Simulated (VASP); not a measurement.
Input for VASP

POSCAR:
```
Nb
1
   -1.6830000000     1.6830000000     1.6830000000
    1.6830000000    -1.6830000000     1.6830000000
    1.6830000000     1.6830000000    -1.6830000000
Nb
1
Direct
  0.0000000000   0.0000000000   0.0000000000
```

**INCAR**
```
SYSTEM = Nb
PREC = Accurate
ENCUT = 400
EDIFF = 1E-6
NELM = 60
ALGO = VeryFast
LREAL = .FALSE.
LASPH = .TRUE.
ISMEAR = 1
SIGMA = 0.1
GGA = PE
LMAXMIX = 4
LWAVE = .FALSE.
LCHARG = .FALSE.
ISIF = 2
NELMDL = -1
```

### KPOINTS
```
Automatic mesh
0
Gamma
11 11 11
0 0 0
```

POTCAR, in this order: Nb_sv (PBE.64 set). Program: vasp_std.

Task: Does this input run properly? What does VASP do?

Result: There is a fault: ALGO = VeryFast starts from random orbitals with almost no delay (NELMDL = -1). Convergence was not reached. Against the sound run, the energy per atom (σ→0) rises by 463.522 eV/atom; the pressure increases by 563.40 GPa.

### standard output
```
...
RMM:  21     0.455632804878E+03   -0.44180E+00   -0.40298E+00  2132   0.294E+01    0.155E+02
RMM:  22     0.455324632334E+03   -0.30817E+00   -0.31203E+00  2131   0.280E+01    0.158E+02
RMM:  23     0.454823771797E+03   -0.50086E+00   -0.44573E+00  2128   0.271E+01    0.169E+02
RMM:  24     0.454427933013E+03   -0.39584E+00   -0.30669E+00  2127   0.263E+01    0.177E+02
RMM:  25     0.454188477818E+03   -0.23946E+00   -0.24119E+00  2132   0.244E+01    0.170E+02
RMM:  26     0.454128763770E+03   -0.59714E-01   -0.11467E+00  2132   0.226E+01    0.166E+02
RMM:  27     0.454033409682E+03   -0.95354E-01   -0.16282E+00  2130   0.219E+01    0.164E+02
RMM:  28     0.454009433254E+03   -0.23976E-01   -0.53505E-01  2130   0.213E+01    0.175E+02
RMM:  29     0.453893298958E+03   -0.11613E+00   -0.12366E+00  2132   0.201E+01    0.171E+02
RMM:  30     0.453788057611E+03   -0.10524E+00   -0.97004E-01  2126   0.194E+01    0.170E+02
RMM:  31     0.453564711045E+03   -0.22335E+00   -0.17153E+00  2129   0.189E+01    0.171E+02
RMM:  32     0.453562077025E+03   -0.26340E-02   -0.64110E-02  2132   0.181E+01    0.171E+02
RMM:  33     0.453517161648E+03   -0.44915E-01   -0.62673E-01  2132   0.174E+01    0.172E+02
RMM:  34     0.453315283779E+03   -0.20188E+00   -0.91201E-01  2234   0.221E+01    0.143E+02
RMM:  35     0.453117932963E+03   -0.19735E+00   -0.15550E+00  2129   0.188E+01    0.144E+02
RMM:  36     0.453112404758E+03   -0.55282E-02   -0.97938E-02  2132   0.180E+01    0.139E+02
RMM:  37     0.453113465122E+03    0.10604E-02   -0.35266E-01  2132   0.169E+01    0.145E+02
RMM:  38     0.453085207358E+03   -0.28258E-01   -0.23225E-01  2144   0.165E+01    0.142E+02
RMM:  39     0.453007460444E+03   -0.77747E-01   -0.54285E-01  2132   0.160E+01    0.147E+02
RMM:  40     0.453007499001E+03    0.38558E-04   -0.40001E-02  2133   0.156E+01    0.145E+02
RMM:  41     0.452965557209E+03   -0.41942E-01   -0.36340E-01  2134   0.151E+01    0.148E+02
RMM:  42     0.452940704972E+03   -0.24852E-01   -0.13845E-01  2134   0.149E+01    0.145E+02
RMM:  43     0.452920039293E+03   -0.20666E-01   -0.23212E-01  2134   0.145E+01    0.146E+02
RMM:  44     0.452955001729E+03    0.34962E-01   -0.29006E-03  2131   0.141E+01    0.145E+02
RMM:  45     0.452995218059E+03    0.40216E-01   -0.69333E-03  2126   0.137E+01    0.146E+02
RMM:  46     0.453009603130E+03    0.14385E-01   -0.50771E-02  2132   0.134E+01    0.145E+02
RMM:  47     0.453281119836E+03    0.27152E+00   -0.18135E-01  2239   0.176E+01    0.172E+02
RMM:  48     0.453242021368E+03   -0.39098E-01    0.52552E-01  2181   0.136E+01    0.165E+02
RMM:  49     0.453172548831E+03   -0.69473E-01   -0.25316E-01  2143   0.130E+01    0.169E+02
RMM:  50     0.453199604032E+03    0.27055E-01    0.19127E-01  2131   0.122E+01    0.167E+02
RMM:  51     0.453085544644E+03   -0.11406E+00   -0.44817E-01  2227   0.125E+01    0.164E+02
RMM:  52     0.453371929282E+03    0.28638E+00    0.23885E-01  2224   0.142E+01    0.173E+02
RMM:  53     0.453429301678E+03    0.57372E-01   -0.86603E-01  2225   0.149E+01    0.162E+02
RMM:  54     0.453364890756E+03   -0.64411E-01   -0.18653E+00  2222   0.178E+01    0.152E+02
RMM:  55     0.453199682499E+03   -0.16521E+00   -0.12908E+00  2235   0.171E+01    0.134E+02
RMM:  56     0.453103696062E+03   -0.95986E-01   -0.47759E-01  2224   0.157E+01    0.126E+02
RMM:  57     0.453068428675E+03   -0.35267E-01   -0.40264E-01  2130   0.146E+01    0.993E+01
RMM:  58     0.453170916984E+03    0.10249E+00    0.36145E-01  2172   0.134E+01    0.825E+01
RMM:  59     0.453271439162E+03    0.10052E+00    0.18243E-01  2235   0.129E+01    0.579E+01
RMM:  60     0.453337245263E+03    0.65806E-01   -0.31172E-02  2231   0.123E+01

 -----------------------------------------------------------------------------
|                                                                             |
|           W    W    AA    RRRRR   N    N  II  N    N   GGGG   !!!           |
|           W    W   A  A   R    R  NN   N  II  NN   N  G    G  !!!           |
|           W    W  A    A  R    R  N N  N  II  N N  N  G       !!!           |
|           W WW W  AAAAAA  RRRRR   N  N N  II  N  N N  G  GGG   !            |
|           WW  WW  A    A  R   R   N   NN  II  N   NN  G    G                |
|           W    W  A    A  R    R  N    N  II  N    N   GGGG   !!!           |
|                                                                             |
|     The electronic self-consistency was not achieved in the given           |
|     number of steps (NELM). The forces and other quantities evaluated       |
|     might not be reliable so examine the results carefully. If you find     |
|     spurious results, we suggest increasing NELM, if you were close to      |
|     convergence or switching to a different ALGO or adjusting the           |
|     density mixing parameters otherwise.                                    |
|                                                                             |
 -----------------------------------------------------------------------------

   1 F= 0.45333725E+03 E0= 0.45333728E+03  d E =-.114167E-03
```

File OUTCAR:
```
------------------------ aborting loop EDIFF was not reached (unconverged)  ----------------------------
  FORCE on cell =-STRESS in cart. coord.  units (eV):
  Direction    XX          YY          ZZ          XY          YZ          ZX
  --------------------------------------------------------------------------------------
  Total       66.0859243     66.0859243     66.0859243      0.0000000     -0.0000000      0.0000000
  in kB     5552.7383729   5552.7383729   5552.7383729      0.0000000     -0.0000000      0.0000000
  external PRESSURE =    5552.7383729 kB  Pullay stress =       0.0000000 kB
  volume of cell :       19.07
      direct lattice vectors                 reciprocal lattice vectors
    -1.683000000  1.683000000  1.683000000     0.000000000  0.297088532  0.297088532
     1.683000000 -1.683000000  1.683000000     0.297088532  0.000000000  0.297088532
     1.683000000  1.683000000 -1.683000000     0.297088532  0.297088532  0.000000000
 POSITION                                       TOTAL-FORCE (eV/Angst)
 -----------------------------------------------------------------------------------
      0.00000      0.00000      0.00000         0.000000      0.000000     -0.000000
 -----------------------------------------------------------------------------------
    total drift:                                0.000000      0.000000     -0.000000
  FREE ENERGIE OF THE ION-ELECTRON SYSTEM (eV)
  ---------------------------------------------------
  free  energy   TOTEN  =       453.3372452632 eV

  energy  without entropy=      453.3373594302  energy(sigma->0) =      453.33728332
```
(Selected blocks of OUTCAR.)

To mend it, set ALGO = Normal, remove NELMDL.

The mended run (PBE GGA, plane waves, VASP's PBE PAW potentials (set 64)) converges, and its OSZICAR ends with
```
   1 F= -.10184545E+02 E0= -.10184645E+02  d E =0.300664E-03
```

The compound is Nb in the bcc structure. The cell was not relaxed at this level.
